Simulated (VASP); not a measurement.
All values below come from PBE GGA, VASP's PBE PAW potentials (set 64) (plane waves; VASP).

A VASP calculation is set up with these files.

**INCAR**
```
! general
SYSTEM =AlN
PREC   =Accurate
ENCUT  =620   ! plane-wave cut-off (eV)
LREAL  =.FALSE.   ! projection in real space or not
LASPH  =.TRUE.

! electronic loop
EDIFF  =1E-6   ! SCF stop (eV)
NELM   =100   ! most electronic steps
ALGO   =Normal   ! blocked Davidson

! smearing
ISMEAR =0   ! Gaussian
SIGMA  =0.05   ! width (eV)

! functional
GGA    =PE   ! PBE

! ions
IBRION =2   ! conjugate gradients
NSW    =40   ! most ionic steps
ISIF   =3
EDIFFG =-0.02
PSTRESS=100

! output
LWAVE  =.FALSE.
LCHARG =.FALSE.
```

POSCAR:
```
AlN
1
    0.0000000000     2.1821277343     2.1821277343
    2.1821277343     0.0000000000     2.1821277343
    2.1821277343     2.1821277343     0.0000000000
Al N
1 1
Direct
  0.0000000000   0.0000000000   0.0000000000
  0.2500000000   0.2500000000   0.2500000000
```

File KPOINTS:
```
K-points
0
G
  10 10 10
```

POTCAR, in this order: Al N (PBE.64 set). Program: vasp_std.

The run wrote:

File OSZICAR:
```
       N       E                     dE             d eps       ncg     rms          rms(c)
DAV:   1     0.155316608397E+02    0.15532E+02   -0.45059E+03   752   0.975E+02
DAV:   2    -0.164288467063E+02   -0.31961E+02   -0.31409E+02   992   0.169E+02
DAV:   3    -0.172246918585E+02   -0.79585E+00   -0.79585E+00   912   0.338E+01
DAV:   4    -0.172271942016E+02   -0.25023E-02   -0.25023E-02  1176   0.176E+00
DAV:   5    -0.172271973746E+02   -0.31730E-05   -0.31730E-05   904   0.457E-02    0.863E+00
DAV:   6    -0.148568909162E+02    0.23703E+01   -0.13528E+01   888   0.253E+01    0.292E+00
DAV:   7    -0.148469961671E+02    0.98947E-02   -0.10902E-01   792   0.339E+00    0.198E+00
DAV:   8    -0.148412210411E+02    0.57751E-02   -0.18568E-02   872   0.201E+00    0.397E-01
DAV:   9    -0.148409296315E+02    0.29141E-03   -0.77817E-04  1040   0.237E-01    0.204E-01
DAV:  10    -0.148410368423E+02   -0.10721E-03   -0.29801E-04   832   0.150E-01    0.425E-02
DAV:  11    -0.148410329118E+02    0.39305E-05   -0.12389E-05   880   0.275E-02    0.148E-02
DAV:  12    -0.148410331557E+02   -0.24395E-06   -0.14495E-06   752   0.122E-02
   1 F= -.13543974E+02 E0= -.13543974E+02  d E =-.135440E+02
       N       E                     dE             d eps       ncg     rms          rms(c)
DAV:   1    -0.148289479074E+02    0.12085E-01   -0.13025E+00   752   0.108E+01    0.154E+00
DAV:   2    -0.147800131886E+02    0.48935E-01   -0.26514E-01   800   0.379E+00    0.386E-01
DAV:   3    -0.147794202665E+02    0.59292E-03   -0.48710E-03   912   0.743E-01    0.125E-01
DAV:   4    -0.147791259022E+02    0.29436E-03   -0.15904E-04   888   0.135E-01    0.572E-02
DAV:   5    -0.147790817995E+02    0.44103E-04   -0.41730E-05   840   0.670E-02    0.284E-02
DAV:   6    -0.147790822601E+02   -0.46061E-06   -0.69140E-07   712   0.866E-03
   2 F= -.13542012E+02 E0= -.13542012E+02  d E =0.196172E-02
       N       E                     dE             d eps       ncg     rms          rms(c)
DAV:   1    -0.148335614250E+02   -0.54480E-01   -0.35620E-01   760   0.555E+00    0.809E-01
DAV:   2    -0.148199285093E+02    0.13633E-01   -0.76759E-02   792   0.203E+00    0.192E-01
DAV:   3    -0.148197783959E+02    0.15011E-03   -0.11828E-03   864   0.372E-01    0.649E-02
DAV:   4    -0.148196908256E+02    0.87570E-04   -0.44312E-05   928   0.701E-02    0.268E-02
DAV:   5    -0.148196775837E+02    0.13242E-04   -0.10440E-05   832   0.326E-02    0.146E-02
DAV:   6    -0.148196772190E+02    0.36464E-06   -0.19277E-07   424   0.456E-03
   3 F= -.13551311E+02 E0= -.13551311E+02  d E =-.733727E-02
```

**OUTCAR**
```
------------------------ aborting loop because EDIFF is reached ----------------------------------------
  FORCE on cell =-STRESS in cart. coord.  units (eV):
  Direction    XX          YY          ZZ          XY          YZ          ZX
  --------------------------------------------------------------------------------------
  Total        1.2651292      1.2651292      1.2651292      0.0000000      0.0000000     -0.0000000
  in kB       99.7447772     99.7447772     99.7447772      0.0000000      0.0000000     -0.0000000
  external PRESSURE =      -0.2552228 kB  Pullay stress =     100.0000000 kB
  volume of cell :       20.32
      direct lattice vectors                 reciprocal lattice vectors
    -0.000000000  2.165916787  2.165916787    -0.230849127  0.230849127  0.230849127
     2.165916787  0.000000000  2.165916787     0.230849127 -0.230849127  0.230849127
     2.165916787  2.165916787 -0.000000000     0.230849127  0.230849127 -0.230849127
  FREE ENERGIE OF THE ION-ELECTRON SYSTEM (eV)
  ---------------------------------------------------
  free  energy   TOTEN  =       -14.8196772190 eV

  energy  without entropy=      -14.8196772190  energy(sigma->0) =      -14.81967722
  enthalpy is  TOTEN    =       -13.5513108582 eV   P V=        1.2683663609

 reached required accuracy - stopping structural energy minimisation
```
(Selected blocks of OUTCAR.)

File CONTCAR:
```
AlN
   1.00000000000000
    -0.0000000000000000    2.1659167871282432    2.1659167871282432
     2.1659167871282432    0.0000000000000000    2.1659167871282432
     2.1659167871282432    2.1659167871282432   -0.0000000000000000
  Al              N
     1     1
Direct
     0.0000000000000000    0.0000000000000000    0.0000000000000000
     0.2500000000000000    0.2500000000000000    0.2500000000000000
```

**OUTCAR**
```
 val. band max:        6.2075797118   @ k =   0.0000   0.0000   0.0000

 cond. band min:       9.5381286185   @ k =   0.5000   0.5000   0.0000


 Fermi energy:         6.4528477796

 k-point     1 :       0.0000    0.0000    0.0000
  band No.  band energies     occupation
      1      -8.9199      2.00000
      2       6.2076      2.00000
      3       6.2076      2.00000
      4       6.2076      2.00000
      5      10.6268      0.00000
      6      19.0170      0.00000
      7      19.0170      0.00000
      8      19.0170      0.00000

 k-point     2 :       0.1000    0.0000    0.0000
  band No.  band energies     occupation
      1      -8.7691      2.00000
      2       5.3958      2.00000
      3       6.1557      2.00000
      4       6.1557      2.00000
      5      11.2808      0.00000
      6      18.6270      0.00000
      7      19.1538      0.00000
      8      19.1538      0.00000

 k-point     3 :       0.2000    0.0000    0.0000
  band No.  band energies     occupation
      1      -8.3395      2.00000
      2       3.7707      2.00000
      3       6.0265      2.00000
      4       6.0265      2.00000
      5      12.4044      0.00000
      6      17.8167      0.00000
      7      19.0616      0.00000
      8      19.0616      0.00000

 k-point     4 :       0.3000    0.0000    0.0000
  band No.  band energies     occupation
      1      -7.7137      2.00000
      2       2.0913      2.00000
      3       5.8780      2.00000
      4       5.8780      2.00000
      5      13.2493      0.00000
      6      17.0348      0.00000
      7      18.3575      0.00000
      8      18.3575      0.00000

 k-point     5 :       0.4000    0.0000    0.0000
  band No.  band energies     occupation
      1      -7.0843      2.00000
      2       0.7730      2.00000
      3       5.7662      2.00000
      4       5.7662      2.00000
      5      13.6852      0.00000
      6      16.4645      0.00000
      7      17.7373      0.00000
...
```

Energy and stress use the plane-wave basis of the starting cell.

The compound is AlN in the zinc blende structure, a metastable form; wurtzite is the usual one. This run relaxes it under an external pressure of 10 GPa. Symmetry was kept, so distortions that lower it aren't found.
